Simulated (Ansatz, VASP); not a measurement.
## Cross-check of Si (Sigma13 (111) twist boundary in Si) between VASP and Ansatz

Wanted: the spread between two codes on one cell, functional and k mesh. The cell is taken from a series of runs on this material, whose earlier steps may have relaxed, scaled, displaced or heated it; both programs get it as it stands.

Main program and level: Ansatz 0.2.0; plane waves, with VASP 6.6.1 beside it; single point at PBE.

### 1. Starting point

The cell holds 156 atoms: 156 Si. Cell: a = 13.846 Å, b = 13.846 Å, c = 18.565 Å, α = 90.0°, β = 90.0°, γ = 120.0°. It derives from Si (diamond-structure). As first built, before any earlier steps moved the atoms (in the runner's words): diamond-structure Si (a = 5.431 A); two grains turned against each other by 27.80 deg about [111]; 1 x 1 coincidence cells, 1 lattice periods a grain, two boundaries a cell, upper grain shifted by [0.67, 0.586] of the boundary cell and opened by 0 A, one atom of each pair nearer than 1.293 A removed; annealed from 600 K for 3 ps and minimised with a classical potential (cell length normal to the plane free). The structure's axis is c.

### 2. Ansatz: single point, PBE

Ansatz runs on its default PAW (the set named soft_2) files.

A single point gives forces, pressure and levels at one fixed geometry, so differences don't come from the geometry; what else differs is listed under the comparison.

File input.yaml:

```yaml
crystal:
  lattice:
    - [13.84639, 0.0, 0.0]
    - [-6.92319, 11.99132, 0.0]
    - [0.0, 0.0, 18.56474]
  atoms:
    - { symbol: Si, position: [0.93412, 0.67445, 0.45778] }
    - { symbol: Si, position: [0.91556, 0.6517, 0.07322] }
    - { symbol: Si, position: [0.8188, 0.36059, 0.4186] }
    - { symbol: Si, position: [0.80783, 0.3393, 0.0552] }
    - { symbol: Si, position: [0.93419, 0.49872, 0.11216] }
    - { symbol: Si, position: [0.95931, 0.52682, 0.2342] }
    - { symbol: Si, position: [0.76061, 0.05625, 0.44972] }
    - { symbol: Si, position: [0.73675, 0.04811, 0.05242] }
    - { symbol: Si, position: [0.88541, 0.21469, 0.09583] }
    - { symbol: Si, position: [0.88904, 0.22187, 0.21577] }
    - { symbol: Si, position: [0.94688, 0.10544, 0.26192] }
    - { symbol: Si, position: [0.93451, 0.09755, 0.39094] }
    - { symbol: Si, position: [0.67474, 0.74333, 0.45815] }
    - { symbol: Si, position: [0.6801, 0.76879, 0.06118] }
    - { symbol: Si, position: [0.79487, 0.93476, 0.12359] }
    - { symbol: Si, position: [0.7867, 0.92616, 0.25276] }
    - { symbol: Si, position: [0.62855, 0.46592, 0.43187] }
    - { symbol: Si, position: [0.56992, 0.40702, 0.05958] }
    - { symbol: Si, position: [0.72812, 0.61739, 0.05757] }
    - { symbol: Si, position: [0.72583, 0.631, 0.20789] }
    - { symbol: Si, position: [0.85408, 0.80427, 0.2765] }
    - { symbol: Si, position: [0.85906, 0.77703, 0.40464] }
    - { symbol: Si, position: [0.52001, 0.11501, 0.43107] }
    - { symbol: Si, position: [0.49907, 0.10806, 0.06349] }
    - { symbol: Si, position: [0.62505, 0.28773, 0.10423] }
    - { symbol: Si, position: [0.66413, 0.30811, 0.22407] }
    - { symbol: Si, position: [0.78166, 0.50554, 0.25366] }
    - { symbol: Si, position: [0.80668, 0.51291, 0.37994] }
    - { symbol: Si, position: [0.55126, 0.97496, 0.10166] }
    - { symbol: Si, position: [0.56738, 0.97502, 0.22717] }
[... 120 atom lines left out ...]
    - { symbol: Si, position: [0.73386, 0.78842, 0.60746] }
    - { symbol: Si, position: [0.73576, 0.79117, 0.73551] }
    - { symbol: Si, position: [0.78701, 0.97584, 0.7624] }
    - { symbol: Si, position: [0.7988, 0.96394, 0.89029] }
    - { symbol: Si, position: [0.86677, 0.74036, 0.77783] }
    - { symbol: Si, position: [0.85762, 0.72956, 0.90528] }
kpoints:
  mp_grid: { grid: [1, 1, 1] }
hamiltonian:
  xc: pbe
scf:
  occupations: { method: gaussian, width: 0.025 }
output:
  forces: true
  stress: true
  populations: true
  dos:
    method: { smearing: { sigma: 0.1 } }
    de: 0.1
    projected:
      site_lists:
        Si: [Si]
        lower_grain: [0, 1, 2, 3, 4, 5, 6, 7, 8, 9, 10, 11, 12, 13, 14, 15, 16, 17, 18, 19, 20, 21, 22, 23, 24, 25, 26, 27, 28, 29, 30, 31, 32, 33, 34, 35, 36, 37, 38, 39, 40, 41, 42, 43, 44, 45, 46, 47, 48, 49, 50, 51, 52, 53, 54, 55, 56, 57, 58, 59, 60, 61, 62, 63, 64, 65, 66, 67, 68, 69, 70, 71, 72, 73, 74, 75, 76, 77]
        upper_grain: [78, 79, 80, 81, 82, 83, 84, 85, 86, 87, 88, 89, 90, 91, 92, 93, 94, 95, 96, 97, 98, 99, 100, 101, 102, 103, 104, 105, 106, 107, 108, 109, 110, 111, 112, 113, 114, 115, 116, 117, 118, 119, 120, 121, 122, 123, 124, 125, 126, 127, 128, 129, 130, 131, 132, 133, 134, 135, 136, 137, 138, 139, 140, 141, 142, 143, 144, 145, 146, 147, 148, 149, 150, 151, 152, 153, 154, 155]
  eigenvalues: true
  write_density: true
  write_potential: true
  volumetric_format: npy
```

Started as:

```bash
> ansatz run input.yaml --threads 4 --pin off --max-ram 8192MiB --backend cpu --events-out ev --progress --plain --runs-dir out
```

Numbers of over 12 decimals in the logs are rounded to 6 here.

The program printed:

```text
Engine: ansatz 0.2.0, x86_64-unknown-linux-gnu
Pseudopotentials: kind: paw
Pseudopotential: Si, paw, valence charge 4, recommended cutoff 420 eV (normal), Si.paw.azcp
Functional definition: PBE
  parameter kappa = 0.804
  parameter beta = 0.066725
  exchange = pbe_x(kappa = kappa, mu = beta*pi^2/3)
  correlation = pbe_c(beta = beta)
Crystal: 156 atoms, lattice volume = 3082.424 Å³
Basis set: ecut = 420 eV, 60225 PW (Γ), exchange–correlation on 192×192×250 points (8 copies of the dense FFT grid, shifted against one another)
Bands: 468, of which v1, the nominal top of the filled ones, is band 312 counted from 1 (311 counted from 0)
Symmetry: 1 space group operations
Space group: P1 (ITA 1), of the structure as read, at distance tolerance 1.5e-4 Å
k-points: 1
Non-local potential: Si, projectors of the file, l = 0: 2, l = 1: 2, l = 2: 2
PAW form: soft (Blöchl's): semilocal exchange-correlation on the pseudo side does not see the compensation charge
PAW one-centre angular grid: Si, 110 points (default); XC on 64 Gauss nodes
Initial density: superposition of atomic densities (neutral atoms: chi_scale 0, normalization atom), corrected by the library's trained network
Initial wavefunctions: pseudopotential atomic-orbital guess
Functional: x = pbe(κ = 0.804, μ = 0.219515), c = pbe(β = 0.066725)
SCF iter   1: F=—  HF=-99154.084600 eV  |F-HF|=—  |Δ(HF+E_count)|=         —  Δρ=2.64e-3  dr2=6.06e-1  ethr=1.77e-3  ⟨swp⟩=6.0  Hψ=2171  notcnv=0  defer=82
preconditioner: auto → Resta (q_TF=auto, 2.091 Å⁻¹)  ε∞=5.8  [insulator: Δε(μ)=0.078 eV  Ē_g=7.601 eV  σ=0.025 eV  W_gap=0.97  n_scr=474 (ndim 8)  ℏωp=16.7 eV  f_vac=0.000  D(μ)=7.72/eV (n_scr^D=20)  ε∞_Penn≈5.8]
SCF iter   2: F=—  HF=-99154.026050 eV  |F-HF|=—  |Δ(HF+E_count)|=   5.85e-2  Δρ=1.42e-3  dr2=1.28e-1  ethr=9.72e-5  ⟨swp⟩=2.0  Hψ=540  notcnv=0  defer=132
SCF iter   3: F=—  HF=-99154.012786 eV  |F-HF|=—  |Δ(HF+E_count)|=   1.33e-2  Δρ=2.90e-4  dr2=7.06e-3  ethr=2.05e-5  ⟨swp⟩=2.0  Hψ=502  notcnv=0  defer=140
SCF iter   4: F=—  HF=-99154.013494 eV  |F-HF|=—  |Δ(HF+E_count)|=   7.08e-4  Δρ=1.82e-4  dr2=5.64e-3  ethr=1.13e-6  ⟨swp⟩=3.0  Hψ=630  notcnv=0  defer=140
SCF iter   5: F=—  HF=-99154.013421 eV  |F-HF|=—  |Δ(HF+E_count)|=   7.29e-5  Δρ=5.22e-5  dr2=3.00e-4  ethr=9.04e-7  ⟨swp⟩=2.0  Hψ=319  notcnv=0  defer=140
SCF iter   6: F=—  HF=-99154.013468 eV  |F-HF|=—  |Δ(HF+E_count)|=   4.70e-5  Δρ=1.60e-5  dr2=2.29e-5  ethr=4.81e-8  ⟨swp⟩=3.0  Hψ=508  notcnv=0  defer=140
SCF iter   7: F=—  HF=-99154.013615 eV  |F-HF|=—  |Δ(HF+E_count)|=   1.47e-4  Δρ=5.18e-6  dr2=1.41e-6  ethr=3.67e-9  ⟨swp⟩=3.0  Hψ=759  notcnv=0  defer=150
SCF iter   8: F=—  HF=-99154.013616 eV  |F-HF|=—  |Δ(HF+E_count)|=   7.92e-7  Δρ=1.24e-6  dr2=1.37e-7  ethr=2.25e-10  ⟨swp⟩=2.0  Hψ=539  notcnv=0  defer=150
SCF iter   9: F=-99154.013616 eV  HF=-99154.013616 eV  |F-HF|=4.51e-9  |Δ(HF+E_count)|=   5.64e-8  Δρ=3.62e-7  dr2=1.18e-8  ethr=1.60e-11  ⟨swp⟩=17.0  Hψ=3917  notcnv=0
SCF 1 converged in 9 iterations: F = -99154.013616 eV  dr2 = 1.18e-8
  greatest PAW one-centre occupation: 0.659 electrons in one spin orbital (limit 2), on the Si atom at site 41 (counted from 0), in its partial waves of l = 0
SCF converged after 9 iterations
Free energy (F): -99154.013616 eV
Harris-Foulkes:  -99154.013616 eV  (|F-HF|=4.51e-9)
Internal energy: -99154.004062 eV  (E = F + TS)
E sigma→0 (E₀):  -99154.008839 eV
Entropy (-TS):   -0.009554 eV (-0.061 meV/atom)
Fermi energy:    6.536871 eV
--- Per-component energies (eV) ---
  E_band       = 843.702485
  E_kinetic    = 6253.912769
  E_local      = -3983.336898  (includes V_loc(G=0)·N_el)
  E_nonlocal   = 4035.629812
  E_hartree    = 1090.481200
  E_xc         = -8592.475488
  E_vxc        = -7269.824243  (∫ρ·V_xc dr)
  E_paw        = -79980.278329  (= ΣΔE_a)
  E_vpaw       = -373.642374  (= ΣTr[D̂ρ^β])
  E_aug_tail   = 0.000971  (compensation charges beyond the density's cutoff)
  E_ewald      = -17977.938101
  E_smearing   = -0.009554  (= −TS)
  E_closure    = -0.000000  (closes the sum)
  Σ components = -99154.013616   (vs F -99154.013616, Δ=0.00e0)
--- Forces (eV/Å), atoms counted from 1 ---
  atom   1  Si    -0.63096304    -0.27335500    -0.76204856
  atom   2  Si    -0.18935112    -0.24435643     0.36831074
  atom   3  Si    -0.17421636    -0.27884727     0.42086879
  atom   4  Si     0.33803488    -0.99343524     2.09465588
  atom   5  Si     0.25505289     1.36400148    -0.33288148
  atom   6  Si    -0.44708421     0.89815472     0.83885045
  atom   7  Si     0.57636971     1.11946511    -0.70529944
  atom   8  Si     0.68970846    -0.53168275     0.87667656
  atom   9  Si    -1.56574815     0.53923109    -1.27635510
  atom  10  Si    -0.05901863     0.31304910     1.02638948
  atom  11  Si     0.63408963    -0.61097024     1.07481829
  atom  12  Si     0.11533214    -0.57386050     0.65713794
[...]
atom 146  Si     0.82960490    -0.98289619    -0.58555486
  atom 147  Si     0.21566340     1.06899781     0.07849100
  atom 148  Si    -0.00126497     0.17791220    -0.01165155
  atom 149  Si    -0.07923750     1.78972837    -0.56853967
  atom 150  Si     0.49820823    -0.08985875    -0.87752795
  atom 151  Si     0.71401121     0.55525935     0.40373165
  atom 152  Si     0.25946807     0.07506495    -0.06822909
  atom 153  Si     1.13540496     0.35427937     0.86911346
  atom 154  Si     0.01538822    -0.29497330     0.20127563
  atom 155  Si    -0.15447430     0.27117814     0.16702158
  atom 156  Si     0.28828969    -0.84820450    -0.51469362
  max |Σ_I F_I| component: 1.03e-5 eV/Å
--- Stress (GPa, compression-positive) ---
       -0.571136       0.155142      -1.090737
        0.155142      -0.334221       0.095951
       -1.090737       0.095951       2.599388
  P = ⅓ Tr σ = 0.5647 GPa (5.647 kbar)
--- Band table (eV) ---
  k-point 0: bands = [... 308 lower, 6.2857, 6.3046, 6.4280, 6.5109, 6.5629, 6.7476, 6.9811, 7.0633, ... 152 higher]
--- Löwdin populations: 156 sites ---
  site symbol       q [e]
     0     Si      3.9532
     1     Si      3.9503
     2     Si      3.9530
     3     Si      3.9807
     4     Si      3.9597
     5     Si      3.9429
     6     Si      3.9502
     7     Si      3.9734
     8     Si      3.9322
     9     Si      3.9665
    10     Si      3.9515
    11     Si      3.9679
    12     Si      3.9679
    13     Si      3.9528
    14     Si      3.9711
    15     Si      3.9404
    16     Si      4.0348
    17     Si      3.9576
    18     Si      3.9650
    19     Si      4.0040
    20     Si      3.9358
    21     Si      3.9570
    22     Si      3.9372
    23     Si      3.9676
[...]
148     Si      3.9247
   149     Si      3.9654
   150     Si      3.9428
   151     Si      3.9468
   152     Si      3.9471
   153     Si      3.9599
   154     Si      3.9634
   155     Si      3.9463
  spilling = 0.010646 (of n_electrons = 624.000000)
```

### 3. VASP: single point, PBE

The same cell, functional, mesh and smearing now go to VASP, with its own data sets.

Lines of VASP's logs that name or quote its potential files are left out, and so is its time.

File INCAR:

```
SYSTEM = Si
PREC = Accurate
ENCUT = 500
EDIFF = 1E-06
NELM = 120
ISMEAR = 0
SIGMA = 0.025
LREAL = Auto
ALGO = Normal
GGA = PE
NBANDS = 421
LORBIT = 11
LWAVE = .FALSE.
LCHARG = .FALSE.
ISIF = 2
LASPH = .TRUE.
GGA_COMPAT = .FALSE.
```

File POSCAR:

```
Si
1.0
   13.8463900000      0.0000000000      0.0000000000
   -6.9231900000     11.9913200000      0.0000000000
    0.0000000000      0.0000000000     18.5647400000
Si
156
Direct
    0.9341200000      0.6744500000      0.4577800000
    0.9155600000      0.6517000000      0.0732200000
    0.8188000000      0.3605900000      0.4186000000
    0.8078300000      0.3393000000      0.0552000000
    0.9341900000      0.4987200000      0.1121600000
    0.9593100000      0.5268200000      0.2342000000
    0.7606100000      0.0562500000      0.4497200000
    0.7367500000      0.0481100000      0.0524200000
    0.8854100000      0.2146900000      0.0958300000
    0.8890400000      0.2218700000      0.2157700000
    0.9468800000      0.1054400000      0.2619200000
    0.9345100000      0.0975500000      0.3909400000
    0.6747400000      0.7433300000      0.4581500000
    0.6801000000      0.7687900000      0.0611800000
    0.7948700000      0.9347600000      0.1235900000
    0.7867000000      0.9261600000      0.2527600000
    0.6285500000      0.4659200000      0.4318700000
    0.5699200000      0.4070200000      0.0595800000
    0.7281200000      0.6173900000      0.0575700000
    0.7258300000      0.6310000000      0.2078900000
    0.8540800000      0.8042700000      0.2765000000
    0.8590600000      0.7770300000      0.4046400000
    0.5200100000      0.1150100000      0.4310700000
    0.4990700000      0.1080600000      0.0634900000
    0.6250500000      0.2877300000      0.1042300000
    0.6641300000      0.3081100000      0.2240700000
    0.7816600000      0.5055400000      0.2536600000
    0.8066800000      0.5129100000      0.3799400000
    0.5512600000      0.9749600000      0.1016600000
    0.5673800000      0.9750200000      0.2271700000
[... 120 atom lines left out ...]
    0.7338600000      0.7884200000      0.6074600000
    0.7357600000      0.7911700000      0.7355100000
    0.7870100000      0.9758400000      0.7624000000
    0.7988000000      0.9639400000      0.8902900000
    0.8667700000      0.7403600000      0.7778300000
    0.8576200000      0.7295600000      0.9052800000
```

File KPOINTS:

```
Automatic mesh
0
Gamma
1 1 1
0 0 0
```

The projector-augmented-wave data sets are Si (PBE family, release 64).

Started as:

```bash
> export OMP_NUM_THREADS=3
> mpirun -np 1 vasp_gam
```

The program printed:

```text
[banner, memory and clock lines left out]
running    1 mpi-ranks, on    1 nodes
[...]
Offloading initialized ...    1 GPUs detected
[...]
LDA part: xc-table for (Slater+PW92), standard interpolation
 POSCAR, INCAR and KPOINTS ok, starting setup
[...]
entering main loop
       N       E                     dE             d eps       ncg     rms          rms(c)
DAV:   1     0.299256455011E+04    0.29926E+04   -0.26555E+05   842   0.127E+03
DAV:   2    -0.429653984829E+03   -0.34222E+04   -0.31885E+04  1076   0.214E+02
DAV:   3    -0.815398766359E+03   -0.38574E+03   -0.37558E+03  1044   0.629E+01
DAV:   4    -0.827329856737E+03   -0.11931E+02   -0.11812E+02  1036   0.128E+01
[...]
DAV:  19    -0.813919031109E+03    0.14233E-05   -0.19049E-06   620   0.181E-03    0.432E-03
DAV:  20    -0.813919032945E+03   -0.18357E-05   -0.81497E-07   508   0.118E-03    0.257E-03
DAV:  21    -0.813919033145E+03   -0.19975E-06   -0.22453E-07   508   0.641E-04
   1 F= -.81391903E+03 E0= -.81391417E+03  d E =-.973121E-02
```

OUTCAR, selected parts (step 3):

```text
  FREE ENERGIE OF THE ION-ELECTRON SYSTEM (eV)
  ---------------------------------------------------
  free  energy   TOTEN  =      -813.9190331446 eV

  energy  without entropy=     -813.9093019313  energy(sigma->0) =     -813.91416754
```

The run ends at a pressure of 0.48 GPa, with forces up to 2.6 eV/Å.

### 4. Comparison

Known differences besides the potentials themselves: the cutoff is 420 eV in Ansatz and 500 eV in VASP (PREC = Accurate, projectors in real space). Total energies have different zeros and are not compared.

The two programs side by side:

```csv
quantity,Ansatz,VASP,difference
pressure (GPa),0.56,0.48,+0.08
gap on the k mesh (eV),0.052,0.052,0.000
```

Forces on 9 of the 156 atoms, those with the largest forces and the largest differences (eV/Å; atoms numbered as in POSCAR):

```
 atom          Ansatz x, y, z            VASP x, y, z
  Si4    0.338, -0.993, 2.095    0.336, -0.984, 2.089
 Si88   0.253, -2.511, -0.408   0.257, -2.509, -0.406
 Si89     0.917, 1.136, 1.618     0.916, 1.132, 1.611
 Si92    0.022, 1.344, -0.133    0.019, 1.334, -0.134
Si115   -0.860, -1.639, 1.677   -0.859, -1.636, 1.673
Si121   -0.579, 0.416, -2.133   -0.579, 0.411, -2.129
Si125    0.271, 0.218, -0.473    0.261, 0.213, -0.475
Si129  -2.072, -0.699, -0.166  -2.070, -0.697, -0.159
Si144    0.176, 1.999, -0.733    0.174, 1.992, -0.730
```

The forces differ by 3.4 meV/Å r.m.s., which is 0.5 % of the r.m.s. force of 0.722 eV/Å (both taken over all components). A gap on the mesh is an upper bound, since the band edges may lie between its points.

### 5. Results

- r.m.s. force difference (single point, PBE): 0.47 % of the r.m.s. force

**Reading.** The r.m.s. force difference is 0.47 % of the r.m.s. force (single point, PBE), within the 3 % picked in this series as the mark of a large difference. How closely two codes agree says nothing of how well the functional describes the real material.

[Lines on the potential files, build, host, timing and source positions are cut from VASP's logs without a mark.]

[Logs are printed without paths, hosts, clocks, repeated set-up lines and the standing remarks that a program may print on its own settings, such as how far it seeks lower states.]

[Hosts, paths, dates, database ids (printed as entryN), source tags and the programs' standing remarks are cut or masked in the printed files.]
